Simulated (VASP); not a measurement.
# SnSe2: what each functional gives, and what it costs, part 3 of 9

Wanted: bands and gap of SnSe2 from one functional after another. LASPH is on for some levels and off for others; the table marks which. The start is a cell from a database of measured crystal structures.

VASP 6.6.1, plane waves and PAW; the level of theory is named at each step.

Still holding for the runs below: Spin-orbit coupling is off here; it can split and shift levels that hold much weight on Sn by tenths of an eV or more.

So far, least gap on mesh and path (eV): step 2 (bands, level LDA, k 4×4×3) 0.576; step 3 (bands, level PBEsol, k 4×4×3) 0.634; step 4 (bands, level PBE, k 4×4×3) 0.713.

## 5. Bands with r2SCAN, k 4×4×3

This step: r2SCAN; plane waves and PAW (Sn_d, Se) (VASP 6.6.1).

r2SCAN adds the kinetic-energy density, costs more than a GGA and is run with LASPH.

File INCAR:

```
SYSTEM = SnSe2
PREC = Accurate
ENCUT = 400
EDIFF = 1E-06
NELM = 100
ISMEAR = 0
SIGMA = 0.02
LREAL = .FALSE.
ALGO = Normal
METAGGA = R2SCAN
LASPH = .TRUE.
NBANDS = 26
LORBIT = 11
LWAVE = .FALSE.
LCHARG = .FALSE.
KPAR = 4
```

File POSCAR:

```
SnSe2
1.0
    3.8110000000      0.0000000000      0.0000000000
   -1.9055000000      3.3004228138      0.0000000000
    0.0000000000      0.0000000000      6.1360000000
Sn Se
1 2
Direct
    0.0000000000      0.0000000000      0.0000000000
    0.3333333333      0.6666666667      0.2490000000
    0.6666666667      0.3333333333      0.7510000000
```

File KPOINTS:

```
Automatic mesh
0
Gamma
4 4 3
0 0 0
```

File KPOINTS_OPT:

```
Line mode
16
Line-mode
Reciprocal
  0.00000000   0.00000000   0.00000000 GAMMA
  0.50000000   0.00000000   0.00000000 M

  0.50000000   0.00000000   0.00000000 M
  0.33333333   0.33333333   0.00000000 K

  0.33333333   0.33333333   0.00000000 K
  0.00000000   0.00000000   0.00000000 GAMMA

  0.00000000   0.00000000   0.00000000 GAMMA
  0.00000000   0.00000000   0.50000000 A

  0.00000000   0.00000000   0.50000000 A
  0.50000000   0.00000000   0.50000000 L

  0.50000000   0.00000000   0.50000000 L
  0.33333333   0.33333333   0.50000000 H

  0.33333333   0.33333333   0.50000000 H
  0.00000000   0.00000000   0.50000000 A

  0.50000000   0.00000000   0.50000000 L
  0.50000000   0.00000000   0.00000000 M

  0.33333333   0.33333333   0.00000000 K
  0.33333333   0.33333333   0.50000000 H
```

Potentials, in the order of the species: Sn_d and Se (PBE family, release 64).

On the command line:

```
$ mpirun -np 4 vasp_std
```

Numbers of over 12 decimals in the logs are rounded to 6 here.

Output:

```text
[banner, memory and clock lines left out]
running    4 mpi-ranks, on    1 nodes
[...]
[... a notice as in an earlier step ...]

 LDA part: xc-table for (None), standard interpolation
 POSCAR, INCAR and KPOINTS ok, starting setup
[...]
entering main loop
       N       E                     dE             d eps       ncg     rms          rms(c)
DAV:   1     0.146205434943E+03    0.14621E+03   -0.10137E+04   508   0.975E+02
DAV:   2    -0.345229650047E+02   -0.18073E+03   -0.16902E+03   524   0.308E+02
DAV:   3    -0.581594513787E+02   -0.23636E+02   -0.23239E+02   564   0.929E+01
DAV:   4    -0.588983835366E+02   -0.73893E+00   -0.73800E+00   584   0.179E+01
[...]
DAV:  11    -0.544849814832E+02   -0.32800E-04   -0.40119E-05   524   0.401E-02    0.103E-02
DAV:  12    -0.544849843320E+02   -0.28488E-05   -0.53364E-06   602   0.145E-02    0.337E-03
DAV:  13    -0.544849844393E+02   -0.10731E-06   -0.56821E-07   344   0.392E-03
   1 F= -.54484984E+02 E0= -.54484984E+02  d E =-.536405E-11
 Start KPOINTS_OPT (optional k-point list driver)
k-point batch [1-9\144]
       N       E                     dE             ncg
DAV:   1     0.143660812585E+03   -0.10912E+04      516
DAV:   2    -0.153358335844E+04   -0.16772E+04      520
DAV:   3    -0.173935578405E+04   -0.20577E+03      528
DAV:   4    -0.174574473697E+04   -0.63890E+01      576
DAV:   5    -0.174591496160E+04   -0.17022E+00      646
DAV:   6    -0.174591974113E+04   -0.47795E-02      588
DAV:   7    -0.174591998583E+04   -0.24470E-03      676
DAV:   8    -0.174591998678E+04   -0.94899E-06      456
[...]
k-point batch [136-144\144]
       N       E                     dE             ncg
DAV:   1    -0.646537056944E+02   -0.73611E+04      516
DAV:   2    -0.167451392973E+04   -0.16099E+04      524
DAV:   3    -0.187311210875E+04   -0.19860E+03      566
DAV:   4    -0.187913410743E+04   -0.60220E+01      536
DAV:   5    -0.187928296730E+04   -0.14886E+00      632
DAV:   6    -0.187928705379E+04   -0.40865E-02      598
DAV:   7    -0.187928732394E+04   -0.27014E-03      696
DAV:   8    -0.187928732491E+04   -0.97674E-06      486
```

Wall time 60 s (4 MPI ranks of Intel Xeon 6975P-C (Granite Rapids), shared host); peak memory 0.73 GiB.

OUTCAR, selected parts (step 5):

```text
  Total        1.8352311      1.8352311      2.0527387      0.0000000     -0.0000000     -0.0000000
  in kB       38.0984644     38.0984644     42.6138101      0.0000000     -0.0000000     -0.0000000
  external PRESSURE =      39.6035796 kB  Pullay stress =       0.0000000 kB

 POSITION                                       TOTAL-FORCE (eV/Angst)
 -----------------------------------------------------------------------------------
      0.00000      0.00000      0.00000        -0.000000      0.000000      0.000000
     -0.00000      2.20028      1.52786        -0.000000      0.000000      0.459872
      1.90550      1.10014      4.60814         0.000000     -0.000000     -0.459872
 -----------------------------------------------------------------------------------
    total drift:                                0.000000      0.000000     -0.000000

  FREE ENERGIE OF THE ION-ELECTRON SYSTEM (eV)
  ---------------------------------------------------
  free  energy   TOTEN  =       -54.4849844393 eV

  energy  without entropy=      -54.4849844393  energy(sigma->0) =      -54.48498444

[... 2 parts as in an earlier step ...]

[... 1 further part left out ...]
[key lines of the parts left out:]
E-fermi :   3.9832
```

At this level the cell is under a pressure of 4.0 GPa, so at these settings it is away from equilibrium.

Electronic bands along the path, in eV, zero at the valence-band top; v1 is the highest filled band, c1 the lowest empty one:

| point | v4 | v3 | v2 | v1 | c1 | c2 | c3 | c4 |
| --- | --- | --- | --- | --- | --- | --- | --- | --- |
| Γ | -0.77 | -0.45 | -0.45 | -0.03 | 1.49 | 3.41 | 5.01 | 5.01 |
| 0.53 of the way | -2.54 | -2.18 | -0.30 | -0.20 | 2.17 | 4.48 | 5.86 | 6.32 |
| M | -2.99 | -2.81 | -1.22 | -0.36 | 1.37 | 4.26 | 5.87 | 5.90 |
| 0.47 of the way | -3.38 | -2.95 | -1.24 | -1.24 | 1.77 | 5.63 | 5.67 | 6.88 |
| K | -3.81 | -3.48 | -1.57 | -1.57 | 1.67 | 7.17 | 7.17 | 7.74 |
| 0.47 of the way | -3.63 | -1.62 | -1.41 | -0.25 | 2.41 | 5.51 | 5.88 | 6.26 |
| Γ | -0.77 | -0.45 | -0.45 | -0.03 | 1.49 | 3.41 | 5.01 | 5.01 |
| 0.47 of the way | -0.82 | -0.82 | -0.37 | -0.37 | 2.23 | 3.42 | 4.88 | 4.88 |
| A | -0.86 | -0.86 | -0.29 | -0.29 | 2.79 | 3.40 | 4.73 | 4.73 |
| 0.53 of the way | -2.03 | -1.87 | -1.42 | -0.50 | 1.89 | 4.98 | 6.22 | 6.24 |
| L | -2.64 | -2.04 | -0.87 | -0.75 | 1.11 | 4.70 | 5.27 | 6.31 |
| 0.53 of the way | -3.78 | -2.92 | -0.64 | -0.45 | 2.14 | 5.18 | 5.71 | 6.21 |
| H | -4.33 | -3.85 | -0.42 | -0.42 | 2.82 | 5.23 | 5.23 | 6.70 |
| 0.47 of the way | -3.00 | -2.08 | -0.91 | -0.89 | 2.50 | 5.06 | 6.30 | 6.49 |
| A | -0.86 | -0.86 | -0.29 | -0.29 | 2.79 | 3.40 | 4.73 | 4.73 |
| jump to L | -2.64 | -2.04 | -0.87 | -0.75 | 1.11 | 4.70 | 5.27 | 6.31 |
| 0.47 of the way | -2.72 | -2.55 | -0.82 | -0.57 | 1.04 | 4.47 | 6.04 | 6.37 |
| M | -2.99 | -2.81 | -1.22 | -0.36 | 1.37 | 4.26 | 5.87 | 5.90 |
| jump to K | -3.81 | -3.48 | -1.57 | -1.57 | 1.67 | 7.17 | 7.17 | 7.74 |
| 0.53 of the way | -4.13 | -3.69 | -0.93 | -0.93 | 2.26 | 6.01 | 6.01 | 7.18 |
| H | -4.33 | -3.85 | -0.42 | -0.42 | 2.82 | 5.23 | 5.23 | 6.70 |

Of the projections kept (Sn, Se), the largest for each band there, as a share of the weight inside these atoms' spheres; weight between the spheres isn't counted:

| point | v4 | v3 | v2 | v1 | c1 | c2 | c3 | c4 |
| --- | --- | --- | --- | --- | --- | --- | --- | --- |
| Γ | Se 0.77 | Se 0.91 | Se 0.91 | Se 0.89 | Se 0.54 | Sn 0.61 | Sn 0.70 | Sn 0.70 |
| M | Se 0.77 | Se 0.67 | Se 0.88 | Se 0.91 | Se 0.56 | Sn 0.58 | Se 0.66 | Sn 0.59 |
| K | Se 0.68 | Se 0.63 | Se 0.92 | Se 0.92 | Se 0.57 | Se 0.58 | Se 0.58 | Sn 0.51 |
| Γ | Se 0.77 | Se 0.91 | Se 0.91 | Se 0.89 | Se 0.54 | Sn 0.61 | Sn 0.70 | Sn 0.70 |
| A | Se 0.79 | Se 0.79 | Se 0.90 | Se 0.90 | Se 0.57 | Sn 0.65 | Sn 0.72 | Sn 0.72 |
| L | Se 0.66 | Se 0.74 | Se 0.89 | Se 0.92 | Se 0.55 | Se 0.67 | Sn 0.64 | Se 0.51 |

The gap is 1.02 eV, indirect. Against LDA that is +0.44 eV; this run took 3.4 times the core time.

## 6. Bands with TB-mBJ, k 4×4×3

This step: TB-mBJ; plane waves and PAW (Sn_d, Se) (VASP 6.6.1).

TB-mBJ is a local potential fitted to gaps: it costs far less than a hybrid but gives no energy.

Changes to INCAR since step 5:

```diff
@@ -4,3 +4,3 @@
 EDIFF = 1E-06
-NELM = 100
+NELM = 150
 ISMEAR = 0
@@ -9,3 +9,3 @@
 ALGO = Normal
-METAGGA = R2SCAN
+METAGGA = MBJ
 LASPH = .TRUE.
```

POSCAR is that of step 5.

KPOINTS is that of step 5.

KPOINTS_OPT is that of step 5.

On the command line:

```
$ mpirun -np 4 vasp_std
```

Output:

```text
[... set-up lines as in an earlier step ...]
 entering main loop
       N       E                     dE             d eps       ncg     rms          rms(c)
DAV:   1     0.735188329814E+03    0.73519E+03   -0.97416E+03   508   0.938E+02
DAV:   2     0.562763747043E+03   -0.17242E+03   -0.16071E+03   516   0.296E+02
DAV:   3     0.540811600979E+03   -0.21952E+02   -0.21662E+02   578   0.881E+01
DAV:   4     0.540123831070E+03   -0.68777E+00   -0.68673E+00   558   0.167E+01
[...]
DAV:  39     0.543833870755E+03    0.41061E-05   -0.18808E-11   246   0.214E-05    0.110E-05
DAV:  40     0.543833867357E+03   -0.33983E-05   -0.80032E-12   246   0.158E-05    0.104E-05
DAV:  41     0.543833866598E+03   -0.75927E-06   -0.19587E-12   246   0.962E-06
   1 F= 0.54383387E+03 E0= 0.54383387E+03  d E =-.417642E-30
 Start KPOINTS_OPT (optional k-point list driver)
k-point batch [1-9\144]
       N       E                     dE             ncg
DAV:   1     0.208030987615E+03   -0.10269E+04      518
DAV:   2    -0.142454686238E+04   -0.16326E+04      526
DAV:   3    -0.162031553571E+04   -0.19577E+03      526
DAV:   4    -0.162657508660E+04   -0.62596E+01      584
DAV:   5    -0.162685950379E+04   -0.28442E+00      730
DAV:   6    -0.162686224168E+04   -0.27379E-02      588
DAV:   7    -0.162686237911E+04   -0.13743E-03      734
DAV:   8    -0.162686238019E+04   -0.10783E-05      514
DAV:   9    -0.162686238025E+04   -0.59916E-07      384
[...]
k-point batch [136-144\144]
       N       E                     dE             ncg
DAV:   1     0.226210798392E+01   -0.72941E+04      524
DAV:   2    -0.155701066886E+04   -0.15593E+04      524
DAV:   3    -0.174197971057E+04   -0.18497E+03      578
DAV:   4    -0.174787798604E+04   -0.58983E+01      536
DAV:   5    -0.174812510160E+04   -0.24712E+00      736
DAV:   6    -0.174812874504E+04   -0.36434E-02      600
DAV:   7    -0.174812885857E+04   -0.11353E-03      776
DAV:   8    -0.174812885939E+04   -0.82729E-06      488
```

It took 32 s on 4 MPI ranks; peak memory 0.76 GiB.

Parts of OUTCAR (step 6):

```text
  Total      -74.2055974    -74.2055974    -75.5087096      0.0000000     -0.0000000     -0.0000000
  in kB    -1540.4704361  -1540.4704361  -1567.5223830      0.0000000     -0.0000000     -0.0000000
  external PRESSURE =   -1549.4877517 kB  Pullay stress =       0.0000000 kB

 POSITION                                       TOTAL-FORCE (eV/Angst)
 -----------------------------------------------------------------------------------
      0.00000      0.00000      0.00000         0.000000      0.000000      0.000000
     -0.00000      2.20028      1.52786         0.000000      0.000000     -0.279552
      1.90550      1.10014      4.60814        -0.000000      0.000000      0.279552
 -----------------------------------------------------------------------------------
    total drift:                                0.000000      0.000000     -0.000000

  FREE ENERGIE OF THE ION-ELECTRON SYSTEM (eV)
  ---------------------------------------------------
  free  energy   TOTEN  =       543.8338665976 eV

  energy  without entropy=      543.8338665976  energy(sigma->0) =      543.83386660

[... 2 parts as in an earlier step ...]

[... 1 further part left out ...]
[key lines of the parts left out:]
E-fermi :   4.2938
```

This functional is a potential without an energy, so its energies, forces and stress mean nothing and are not read.

Electronic bands along the path, in eV, zero at the valence-band top; v1 is the highest filled band, c1 the lowest empty one:

| point | v4 | v3 | v2 | v1 | c1 | c2 | c3 | c4 |
| --- | --- | --- | --- | --- | --- | --- | --- | --- |
| Γ | -0.74 | -0.40 | -0.40 | -0.03 | 1.85 | 3.70 | 5.18 | 5.18 |
| 0.53 of the way | -2.29 | -2.01 | -0.25 | -0.18 | 2.41 | 4.72 | 6.00 | 6.49 |
| M | -2.71 | -2.59 | -1.00 | -0.32 | 1.65 | 4.51 | 6.02 | 6.12 |
| 0.47 of the way | -3.08 | -2.68 | -1.09 | -1.04 | 2.02 | 5.75 | 5.92 | 6.93 |
| K | -3.46 | -3.20 | -1.37 | -1.37 | 2.01 | 7.18 | 7.18 | 7.77 |
| 0.47 of the way | -3.29 | -1.49 | -1.23 | -0.21 | 2.61 | 5.68 | 6.04 | 6.38 |
| Γ | -0.74 | -0.40 | -0.40 | -0.03 | 1.85 | 3.70 | 5.18 | 5.18 |
| 0.47 of the way | -0.79 | -0.79 | -0.34 | -0.34 | 2.46 | 3.72 | 5.05 | 5.05 |
| A | -0.83 | -0.83 | -0.27 | -0.27 | 2.95 | 3.73 | 4.91 | 4.91 |
| 0.53 of the way | -1.88 | -1.69 | -1.25 | -0.44 | 2.16 | 5.19 | 6.32 | 6.36 |
| L | -2.44 | -1.85 | -0.76 | -0.66 | 1.43 | 4.95 | 5.49 | 6.37 |
| 0.53 of the way | -3.44 | -2.65 | -0.55 | -0.40 | 2.36 | 5.41 | 5.87 | 6.32 |
| H | -3.94 | -3.52 | -0.36 | -0.36 | 2.98 | 5.43 | 5.43 | 6.89 |
| 0.47 of the way | -2.73 | -1.90 | -0.80 | -0.75 | 2.66 | 5.29 | 6.40 | 6.57 |
| A | -0.83 | -0.83 | -0.27 | -0.27 | 2.95 | 3.73 | 4.91 | 4.91 |
| jump to L | -2.44 | -1.85 | -0.76 | -0.66 | 1.43 | 4.95 | 5.49 | 6.37 |
| 0.47 of the way | -2.51 | -2.31 | -0.71 | -0.50 | 1.39 | 4.72 | 6.24 | 6.45 |
| M | -2.71 | -2.59 | -1.00 | -0.32 | 1.65 | 4.51 | 6.02 | 6.12 |
| jump to K | -3.46 | -3.20 | -1.37 | -1.37 | 2.01 | 7.18 | 7.18 | 7.77 |
| 0.53 of the way | -3.76 | -3.38 | -0.81 | -0.80 | 2.51 | 6.12 | 6.12 | 7.30 |
| H | -3.94 | -3.52 | -0.36 | -0.36 | 2.98 | 5.43 | 5.43 | 6.89 |

Of the projections kept (Sn, Se), the largest for each band there, as a share of the weight inside these atoms' spheres; weight between the spheres isn't counted:

| point | v4 | v3 | v2 | v1 | c1 | c2 | c3 | c4 |
| --- | --- | --- | --- | --- | --- | --- | --- | --- |
| Γ | Se 0.80 | Se 0.91 | Se 0.91 | Se 0.91 | Se 0.57 | Sn 0.60 | Sn 0.69 | Sn 0.69 |
| M | Se 0.80 | Se 0.70 | Se 0.90 | Se 0.92 | Se 0.58 | Sn 0.55 | Sn 0.56 | Se 0.65 |
| K | Se 0.71 | Se 0.66 | Se 0.93 | Se 0.93 | Se 0.61 | Se 0.61 | Se 0.61 | Se 0.51 |
| Γ | Se 0.80 | Se 0.91 | Se 0.91 | Se 0.91 | Se 0.57 | Sn 0.60 | Sn 0.69 | Sn 0.69 |
| A | Se 0.81 | Se 0.81 | Se 0.91 | Se 0.91 | Se 0.59 | Sn 0.63 | Sn 0.71 | Sn 0.71 |
| L | Se 0.69 | Se 0.77 | Se 0.91 | Se 0.92 | Se 0.58 | Se 0.64 | Sn 0.59 | Se 0.52 |

The gap is 1.37 eV, indirect. Against LDA that is +0.80 eV; this run took 1.8 times the core time.

## 7. Bands with TPSS, k 4×4×3

This step: TPSS; plane waves and PAW (Sn_d, Se) (VASP 6.6.1).

TPSS is an older meta-GGA.

Changes to INCAR since step 6:

```diff
@@ -4,3 +4,3 @@
 EDIFF = 1E-06
-NELM = 150
+NELM = 100
 ISMEAR = 0
@@ -9,3 +9,3 @@
 ALGO = Normal
-METAGGA = MBJ
+METAGGA = TPSS
 LASPH = .TRUE.
```

POSCAR is that of step 6.

KPOINTS is that of step 6.

KPOINTS_OPT is that of step 6.

On the command line:

```
$ mpirun -np 4 vasp_std
```

Output:

```text
[... set-up lines as in an earlier step ...]
 entering main loop
       N       E                     dE             d eps       ncg     rms          rms(c)
DAV:   1     0.161501274380E+03    0.16150E+03   -0.10252E+04   510   0.977E+02
DAV:   2    -0.124049883474E+02   -0.17391E+03   -0.16230E+03   492   0.301E+02
DAV:   3    -0.351756349726E+02   -0.22771E+02   -0.22332E+02   592   0.928E+01
DAV:   4    -0.358867212122E+02   -0.71109E+00   -0.71017E+00   530   0.175E+01
[...]
DAV:  14    -0.362559702447E+02   -0.58736E-05   -0.12880E-05   500   0.150E-02    0.196E-03
DAV:  15    -0.362559712951E+02   -0.10504E-05   -0.22414E-06   472   0.681E-03    0.573E-04
DAV:  16    -0.362559712840E+02    0.11082E-07   -0.26589E-07   436   0.245E-03
   1 F= -.36255971E+02 E0= -.36255971E+02  d E =-.711404E-38
 Start KPOINTS_OPT (optional k-point list driver)
k-point batch [1-9\144]
       N       E                     dE             ncg
DAV:   1     0.193373094460E+03   -0.10415E+04      522
DAV:   2    -0.143577470582E+04   -0.16291E+04      526
DAV:   3    -0.163678112189E+04   -0.20101E+03      522
DAV:   4    -0.164279773055E+04   -0.60166E+01      590
DAV:   5    -0.164290941929E+04   -0.11169E+00      582
DAV:   6    -0.164291231461E+04   -0.28953E-02      578
DAV:   7    -0.164291249777E+04   -0.18316E-03      632
DAV:   8    -0.164291250014E+04   -0.23772E-05      478
DAV:   9    -0.164291250026E+04   -0.11817E-06      354
[...]
k-point batch [136-144\144]
       N       E                     dE             ncg
DAV:   1    -0.352086520079E+01   -0.72999E+04      524
DAV:   2    -0.157642301851E+04   -0.15729E+04      540
DAV:   3    -0.177017846552E+04   -0.19376E+03      568
DAV:   4    -0.177565591094E+04   -0.54774E+01      528
DAV:   5    -0.177575251218E+04   -0.96601E-01      568
DAV:   6    -0.177575573091E+04   -0.32187E-02      560
DAV:   7    -0.177575592204E+04   -0.19113E-03      656
DAV:   8    -0.177575592414E+04   -0.21024E-05      504
DAV:   9    -0.177575592424E+04   -0.99904E-07      376
```

Run time: 67 s. Hardware: 4 MPI ranks; peak memory 0.73 GiB; 4.4 min of CPU time.

From OUTCAR (step 7):

```text
  Total        2.3778020      2.3778020      2.6658325     -0.0000000     -0.0000000      0.0000000
  in kB       49.3619592     49.3619592     55.3413258     -0.0000000     -0.0000000      0.0000000
  external PRESSURE =      51.3550814 kB  Pullay stress =       0.0000000 kB

 POSITION                                       TOTAL-FORCE (eV/Angst)
 -----------------------------------------------------------------------------------
      0.00000      0.00000      0.00000        -0.000000      0.000000      0.000000
     -0.00000      2.20028      1.52786        -0.000000      0.000000      0.672118
      1.90550      1.10014      4.60814         0.000000     -0.000000     -0.672118
 -----------------------------------------------------------------------------------
    total drift:                                0.000000      0.000000      0.000000

  FREE ENERGIE OF THE ION-ELECTRON SYSTEM (eV)
  ---------------------------------------------------
  free  energy   TOTEN  =       -36.2559712840 eV

  energy  without entropy=      -36.2559712840  energy(sigma->0) =      -36.25597128

[... 2 parts as in an earlier step ...]

[... 1 further part left out ...]
[key lines of the parts left out:]
E-fermi :   4.2958
```

At this level the cell is under a pressure of 5.1 GPa, so at these settings it is away from equilibrium.

Electronic bands along the path, in eV, zero at the valence-band top; v1 is the highest filled band, c1 the lowest empty one:

| point | v4 | v3 | v2 | v1 | c1 | c2 | c3 | c4 |
| --- | --- | --- | --- | --- | --- | --- | --- | --- |
| Γ | -0.73 | -0.45 | -0.45 | -0.03 | 1.16 | 2.99 | 4.73 | 4.73 |
| 0.53 of the way | -2.54 | -2.13 | -0.31 | -0.20 | 1.90 | 4.08 | 5.57 | 5.93 |
| M | -2.97 | -2.74 | -1.25 | -0.37 | 1.13 | 3.87 | 5.48 | 5.60 |
| 0.47 of the way | -3.34 | -2.93 | -1.26 | -1.26 | 1.56 | 5.23 | 5.33 | 6.48 |
| K | -3.80 | -3.42 | -1.59 | -1.59 | 1.46 | 6.76 | 6.76 | 7.38 |
| 0.47 of the way | -3.59 | -1.60 | -1.44 | -0.26 | 2.17 | 5.17 | 5.45 | 5.93 |
| Γ | -0.73 | -0.45 | -0.45 | -0.03 | 1.16 | 2.99 | 4.73 | 4.73 |
| 0.47 of the way | -0.78 | -0.78 | -0.37 | -0.37 | 1.93 | 3.00 | 4.61 | 4.61 |
| A | -0.83 | -0.83 | -0.30 | -0.30 | 2.48 | 2.99 | 4.46 | 4.46 |
| 0.53 of the way | -1.98 | -1.85 | -1.42 | -0.50 | 1.63 | 4.61 | 5.82 | 5.92 |
| L | -2.57 | -2.03 | -0.90 | -0.76 | 0.87 | 4.32 | 4.95 | 5.82 |
| 0.53 of the way | -3.75 | -2.90 | -0.65 | -0.46 | 1.90 | 4.80 | 5.34 | 5.87 |
| H | -4.31 | -3.80 | -0.43 | -0.43 | 2.58 | 4.84 | 4.84 | 6.40 |
| 0.47 of the way | -2.98 | -2.06 | -0.91 | -0.90 | 2.26 | 4.73 | 5.92 | 6.05 |
| A | -0.83 | -0.83 | -0.30 | -0.30 | 2.48 | 2.99 | 4.46 | 4.46 |
| jump to L | -2.57 | -2.03 | -0.90 | -0.76 | 0.87 | 4.32 | 4.95 | 5.82 |
| 0.47 of the way | -2.66 | -2.54 | -0.83 | -0.58 | 0.79 | 4.08 | 5.70 | 6.06 |
| M | -2.97 | -2.74 | -1.25 | -0.37 | 1.13 | 3.87 | 5.48 | 5.60 |
| jump to K | -3.80 | -3.42 | -1.59 | -1.59 | 1.46 | 6.76 | 6.76 | 7.38 |
| 0.53 of the way | -4.12 | -3.64 | -0.95 | -0.95 | 2.04 | 5.61 | 5.61 | 6.86 |
| H | -4.31 | -3.80 | -0.43 | -0.43 | 2.58 | 4.84 | 4.84 | 6.40 |

Of the projections kept (Sn, Se), the largest for each band there, as a share of the weight inside these atoms' spheres; weight between the spheres isn't counted:

| point | v4 | v3 | v2 | v1 | c1 | c2 | c3 | c4 |
| --- | --- | --- | --- | --- | --- | --- | --- | --- |
| Γ | Se 0.78 | Se 0.91 | Se 0.91 | Se 0.89 | Se 0.55 | Sn 0.60 | Sn 0.70 | Sn 0.70 |
| M | Se 0.77 | Se 0.68 | Se 0.88 | Se 0.92 | Se 0.57 | Sn 0.57 | Se 0.66 | Sn 0.59 |
| K | Se 0.68 | Se 0.63 | Se 0.92 | Se 0.92 | Se 0.59 | Se 0.60 | Se 0.60 | Sn 0.50 |
| Γ | Se 0.78 | Se 0.91 | Se 0.91 | Se 0.89 | Se 0.55 | Sn 0.60 | Sn 0.70 | Sn 0.70 |
| A | Se 0.79 | Se 0.79 | Se 0.91 | Se 0.91 | Se 0.59 | Sn 0.65 | Sn 0.73 | Sn 0.73 |
| L | Se 0.66 | Se 0.74 | Se 0.89 | Se 0.92 | Se 0.57 | Se 0.68 | Sn 0.64 | Se 0.51 |

The gap is 0.77 eV, indirect. Against LDA that is +0.19 eV; this run took 3.9 times the core time.

(Part 3 of 9 ends here.)

[Lines on the potential files, build, host, timing and source positions are cut from VASP's logs without a mark.]

[Logs are printed without paths, hosts, clocks, repeated set-up lines and the standing remarks that a program may print on its own settings, such as how far it seeks lower states.]

[Hosts, paths, dates, database ids (printed as entryN), source tags and the programs' standing remarks are cut or masked in the printed files.]

[A measured line is paired with the nearest computed mode of its activity, which favours agreement.]

[In band tables of VASP the shares of atoms and orbitals are scaled to a sum of 1 inside the atoms' spheres.]
